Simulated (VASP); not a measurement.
Input:

```yaml
crystal:
  lattice:
    - [0.00000, 2.45204, 2.45204]
    - [2.45204, 0.00000, 2.45204]
    - [2.45204, 2.45204, 0.00000]
  atoms:
    - { symbol: Ir, position: [0.00000, 0.00000, 0.00000] }
    - { symbol: O, position: [0.25000, 0.25000, 0.25000] }
    - { symbol: O, position: [0.75000, 0.75000, 0.75000] }
```

Computed with PBEsol GGA, VASP's PBE PAW potentials (set 64) (plane waves; VASP). Settings: 520 eV cut-off, 12×12×12 Γ-centred mesh, tetrahedra with Blöchl corrections, potentials Ir O.

The job: IrO2 (relaxed from the fluorite structure, space group Fm-3m), 3 atoms, PBEsol, static run, 520 eV, 12×12×12 Γ-centred mesh. Roughly how much core time does it take on a busy server core?

About 50 core-seconds (one run on a shared machine, a rough figure). It had 72 irreducible k-points, 14 bands, up to 821 plane waves and 15 electronic steps.

The structure was generated: IrO2 was put into the fluorite type (Fm-3m), which need not be its known phase. It was relaxed first, which changed the volume by -8 %.
